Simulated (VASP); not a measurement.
Output of a VASP run:

File OUTCAR:
```
 ion  position               nearest neighbor table
   1  0.250  0.250  0.353-   2 2.79   3 2.79   3 2.79   2 2.79   7 2.79   8 2.79   5 2.79   6 2.79
  LATTYP: Found a simple tetragonal cell.
 ALAT       =     5.5764177466
 C/A-ratio  =     3.6055173231
 Subroutine PRICEL returns:
 Original cell was already a primitive cell.
 Subroutine GETGRP returns: Found  4 space group operations
The static configuration has the point symmetry C_1h.
 The point group associated with its full space group is C_2v.
The dynamic configuration has the point symmetry C_1h.
 Subroutine INISYM returns: Found  4 space group operations
 Subroutine IBZKPT returns following result:
 Found      9 irreducible k-points:

 Following reciprocal coordinates:
            Coordinates               Weight
  0.000000  0.000000  0.000000      1.000000
  0.200000  0.000000  0.000000      2.000000
  0.000000  0.200000  0.000000      2.000000
  0.400000  0.000000  0.000000      2.000000
  0.000000  0.400000  0.000000      2.000000
  0.200000  0.200000  0.000000      4.000000
  0.400000  0.200000  0.000000      4.000000
 -0.200000  0.400000  0.000000      4.000000
  0.400000  0.400000  0.000000      4.000000
   k-points           NKPTS =      9   k-points in BZ     NKDIM =      9   number of bands    NBANDS=    100
   number of dos      NEDOS =    301   number of ions     NIONS =     17
   total plane-waves  NPLWV =  76832
   dimension x,y,z NGX =    28 NGY =   28 NGZ =   98
   dimension x,y,z NGXF=    56 NGYF=   56 NGZF=  196
   ions per type =              16   1
   PREC   = normal    normal or accurate (medium, high low for compatibility)
   ISTART =      0    job   : 0-new  1-cont  2-samecut
   ICHARG =      2    charge: 1-file 2-atom 10-const
   ISPIN  =      1    spin polarized calculation?
   LNONCOLLINEAR =      F non collinear calculations
   LSORBIT =      F    spin-orbit coupling
   INIWAV =      1    electr: 0-lowe 1-rand  2-diag
   ENCUT  =  400.0 eV  29.40 Ry    5.42 a.u.   9.09  9.09 32.79*2*pi/ulx,y,z
   NELM   =    100;   NELMIN=  4; NELMDL= -5     # of ELM steps
   EDIFF  = 0.1E-04   stopping-criterion for ELM
   LREAL  =      F    real-space projection
   NLSPLINE    = F    spline interpolate recip. space projectors
   LMAXMIX     =    4 max onsite mixed and CHGCAR
   VOSKOWN=      0    Vosko Wilk Nusair interpolation
   EDIFFG = -.3E-01   stopping-criterion for IOM
   NSW    =     50    number of steps for IOM
   NBLOCK =      1;   KBLOCK =     50    inner block; outer block
   IBRION =      2    ionic relax: 0-MD 1-quasi-New 2-CG
   NFREE  =      1    steps in history (QN), initial steepest desc. (CG)
   ISIF   =      2    stress and relaxation
   ISYM   =      2    0-nonsym 1-usesym 2-fastsym
   TEIN   =    0.0    initial temperature
   TEBEG  =    0.0;   TEEND  =   0.0 temperature during run
   SMASS  =  -3.00    Nose mass-parameter (am)
   PSTRESS=    0.0 pullay stress
   NELECT =     167.0000    total number of electrons
   EFERMI =   0.00;   METHOD = LEGACY
   ISMEAR =     1;   SIGMA  =   0.10  broadening in eV -4-tet -1-fermi 0-gaus
   IALGO  =     38    algorithm
   LDIAG  =      T    sub-space diagonalisation (order eigenvalues)
   IMIX   =      4    mixing-type and parameters
     AMIX     =   0.40;   BMIX     =  1.00
     AMIX_MAG =   1.60;   BMIX_MAG =  1.00
     AMIN     =   0.10
   GGA     = PE    functional components
   VOSKOWN =     0    Vosko Wilk Nusair interpolation
   LHFCALC =     F    Hartree Fock is set to
   LHFONE  =     F    Hartree Fock one center treatment
   AEXX    =    0.0000 exact exchange contribution
   IVDW    =     0    specifies the selected vdW correction
   LEPSILON=     F    determine dielectric tensor
   LRPA    =     F    only Hartree local field effects (RPA)
  energy-cutoff  :      400.00
  volume of cell :      625.22
      direct lattice vectors                 reciprocal lattice vectors
     5.576417747  0.000000000  0.000000000     0.179326594  0.000000000  0.000000000
     0.000000000  5.576417747  0.000000000     0.000000000  0.179326594  0.000000000
     0.000000000  0.000000000 20.105870786     0.000000000  0.000000000  0.049736717
...
```

### OSZICAR
```
...
DAV:   6    -0.816875728262E+02   -0.18016E-04   -0.50262E-04  1972   0.124E-01    0.115E-01
DAV:   7    -0.816875008002E+02    0.72026E-04   -0.45067E-04  1936   0.107E-01    0.390E-02
DAV:   8    -0.816875037088E+02   -0.29086E-05   -0.11157E-04  1872   0.583E-02    0.355E-02
DAV:   9    -0.816874937595E+02    0.99493E-05   -0.34025E-05  1036   0.345E-02
   6 F= -.81687494E+02 E0= -.81678110E+02  d E =-.215940E-01
       N       E                     dE             d eps       ncg     rms          rms(c)
DAV:   1    -0.816874263158E+02    0.77393E-04   -0.46664E+00  1800   0.591E+00    0.299E-01
DAV:   2    -0.817028755019E+02   -0.15449E-01   -0.10543E-01  1928   0.135E+00    0.109E+00
DAV:   3    -0.816990819443E+02    0.37936E-02   -0.76928E-02  1920   0.128E+00    0.834E-01
DAV:   4    -0.816934335036E+02    0.56484E-02   -0.25800E-02  1964   0.803E-01    0.243E-01
DAV:   5    -0.816931534317E+02    0.28007E-03   -0.16409E-03  1940   0.212E-01    0.162E-01
DAV:   6    -0.816930347136E+02    0.11872E-03   -0.86873E-04  1928   0.173E-01    0.123E-01
DAV:   7    -0.816929520986E+02    0.82615E-04   -0.10445E-03  1880   0.128E-01    0.804E-02
DAV:   8    -0.816929304120E+02    0.21687E-04   -0.30624E-04  1884   0.978E-02    0.511E-02
DAV:   9    -0.816929104538E+02    0.19958E-04   -0.88886E-05  1232   0.528E-02    0.215E-02
DAV:  10    -0.816929100200E+02    0.43378E-06   -0.13113E-05   980   0.196E-02
   7 F= -.81692910E+02 E0= -.81683238E+02  d E =-.541626E-02
       N       E                     dE             d eps       ncg     rms          rms(c)
DAV:   1    -0.816917390188E+02    0.11714E-02   -0.17805E+00  1800   0.365E+00    0.185E-01
DAV:   2    -0.816970486667E+02   -0.53096E-02   -0.37570E-02  1920   0.808E-01    0.618E-01
DAV:   3    -0.816963036713E+02    0.74500E-03   -0.27408E-02  1916   0.758E-01    0.533E-01
DAV:   4    -0.816940514892E+02    0.22522E-02   -0.10747E-02  1960   0.506E-01    0.159E-01
DAV:   5    -0.816939335672E+02    0.11792E-03   -0.63267E-04  1940   0.131E-01    0.987E-02
DAV:   6    -0.816938963685E+02    0.37199E-04   -0.34303E-04  1924   0.108E-01    0.791E-02
DAV:   7    -0.816938632876E+02    0.33081E-04   -0.39827E-04  1880   0.806E-02    0.462E-02
DAV:   8    -0.816938581079E+02    0.51797E-05   -0.10589E-04  1740   0.580E-02    0.309E-02
DAV:   9    -0.816938509930E+02    0.71149E-05   -0.31857E-05  1044   0.323E-02
   8 F= -.81693851E+02 E0= -.81684024E+02  d E =-.635723E-02
       N       E                     dE             d eps       ncg     rms          rms(c)
DAV:   1    -0.816934766135E+02    0.38149E-03   -0.14183E+00  1800   0.334E+00    0.190E-01
DAV:   2    -0.817007765534E+02   -0.72999E-02   -0.42755E-02  1932   0.852E-01    0.826E-01
DAV:   3    -0.816963692514E+02    0.44073E-02   -0.28476E-02  1936   0.785E-01    0.370E-01
DAV:   4    -0.816954079755E+02    0.96128E-03   -0.62588E-03  1936   0.416E-01    0.169E-01
DAV:   5    -0.816952789453E+02    0.12903E-03   -0.52027E-04  1916   0.121E-01    0.966E-02
DAV:   6    -0.816953484134E+02   -0.69468E-04   -0.61606E-04  1988   0.143E-01    0.131E-01
DAV:   7    -0.816952416915E+02    0.10672E-03   -0.50007E-04  1944   0.126E-01    0.424E-02
DAV:   8    -0.816952418243E+02   -0.13282E-06   -0.12314E-04  1820   0.600E-02    0.360E-02
DAV:   9    -0.816952312672E+02    0.10557E-04   -0.40030E-05  1112   0.373E-02    0.118E-02
DAV:  10    -0.816952314456E+02   -0.17846E-06   -0.79782E-06   972   0.124E-02
   9 F= -.81695231E+02 E0= -.81685358E+02  d E =-.138045E-02
```

### OUTCAR
```
------------------------ aborting loop because EDIFF is reached ----------------------------------------
  FORCE on cell =-STRESS in cart. coord.  units (eV):
  Direction    XX          YY          ZZ          XY          YZ          ZX
  --------------------------------------------------------------------------------------
  Total       -8.2071881     -9.0834074     -2.2006392      0.0000000      0.0000000      0.0000000
  in kB      -21.0315598    -23.2769400     -5.6393097      0.0000000      0.0000000      0.0000000
  external PRESSURE =     -16.6492699 kB  Pullay stress =       0.0000000 kB
  volume of cell :      625.22
      direct lattice vectors                 reciprocal lattice vectors
     5.576417747  0.000000000  0.000000000     0.179326594  0.000000000  0.000000000
     0.000000000  5.576417747  0.000000000     0.000000000  0.179326594  0.000000000
     0.000000000  0.000000000 20.105870786     0.000000000  0.000000000  0.049736717
 POSITION                                       TOTAL-FORCE (eV/Angst)
 -----------------------------------------------------------------------------------
      1.39410      1.39148      7.12790        -0.000000      0.004383     -0.002872
      4.18231      1.39284      7.12998        -0.000000      0.009229      0.006135
      1.39410      4.18494      7.12790        -0.000000     -0.004383     -0.002872
      4.18231      4.18358      7.12998        -0.000000     -0.009229      0.006135
      5.57624      5.57642      9.07157        -0.001944      0.000000      0.003362
      2.78838      5.57642      9.07157         0.001944      0.000000      0.003362
      5.57266      2.78821      9.06745        -0.010667      0.000000      0.026049
      2.79197      2.78821      9.06745         0.010667      0.000000      0.026049
      1.39410      1.38539     11.01888        -0.000000      0.003351     -0.004946
      4.18231      1.37599     11.02209        -0.000000      0.004246     -0.007027
      1.39410      4.19103     11.01888        -0.000000     -0.003351     -0.004946
      4.18231      4.20043     11.02209        -0.000000     -0.004246     -0.007027
      5.50681      5.57642     13.02474         0.012644      0.000000     -0.012884
      2.85782      5.57642     13.02474        -0.012644      0.000000     -0.012884
      5.57230      2.78821     12.93602         0.002047      0.000000     -0.012858
      2.79232      2.78821     12.93602        -0.002047      0.000000     -0.012858
      1.39410      5.57642     14.55007        -0.000000      0.000000      0.010083
 -----------------------------------------------------------------------------------
    total drift:                                0.000000      0.000000      0.013056
  FREE ENERGIE OF THE ION-ELECTRON SYSTEM (eV)
  ---------------------------------------------------
  free  energy   TOTEN  =       -81.6952314456 eV

  energy  without entropy=      -81.6656122134  energy(sigma->0) =      -81.68535837

 reached required accuracy - stopping structural energy minimisation
```
(Selected blocks of OUTCAR.)

**POSCAR**
```
Pd16F
1
    5.5764177466     0.0000000000     0.0000000000
    0.0000000000     5.5764177466     0.0000000000
    0.0000000000     0.0000000000    20.1058707861
Pd F
16 1
Direct
  0.2500000000   0.2500000000   0.3529120000
  0.7500000000   0.2500000000   0.3529120000
  0.2500000000   0.7500000000   0.3529120000
  0.7500000000   0.7500000000   0.3529120000
  0.0000000000   0.0000000000   0.4509710000
  0.5000000000   0.0000000000   0.4509710000
  0.0000000000   0.5000000000   0.4509710000
  0.5000000000   0.5000000000   0.4509710000
  0.2500000000   0.2500000000   0.5490290000
  0.7500000000   0.2500000000   0.5490290000
  0.2500000000   0.7500000000   0.5490290000
  0.7500000000   0.7500000000   0.5490290000
  0.0000000000   0.0000000000   0.6470880000
  0.5000000000   0.0000000000   0.6470880000
  0.0000000000   0.5000000000   0.6470880000
  0.5000000000   0.5000000000   0.6470880000
  0.2500000000   0.0000000000   0.7212000000
```

Reconstruct the remaining input files.

This is not unique; one that fits is the input of the run itself, PBE GGA, plane waves, VASP's PBE PAW potentials (set 64).

### INCAR
```
# general
SYSTEM  = Pd16F
PREC    = Normal
ENCUT   = 400   # plane-wave cut-off (eV)
LREAL   = .FALSE.   # projection in real space or not
LASPH   = .TRUE.

# electronic loop
EDIFF   = 1E-5   # SCF stop (eV)
NELM    = 100   # most electronic steps
NELMIN  = 4
ALGO    = Normal
LMAXMIX = 4

# smearing
ISMEAR  = 1
SIGMA   = 0.1   # width (eV)

# functional
GGA     = PE   # PBE

# ions
IBRION  = 2   # conjugate gradients
NSW     = 50   # most ionic steps
ISIF    = 2
EDIFFG  = -0.03

# output
LWAVE   = .TRUE.
LCHARG  = .FALSE.

# other
LDIPOL  = .TRUE.
IDIPOL  = 3
DIPOL   = 0.5 0.5 0.5
```

### KPOINTS
```
Automatic mesh
0
Gamma
5 5 1
0 0 0
```

POTCAR, in this order: Pd F (PBE.64 set). Program: vasp_std.

At this cut-off the stress carries a Pulay error, which pulls relaxed volumes low.

The cell is a thin slab with vacuum, built from Pd (fcc): (100) face, F adsorbed.
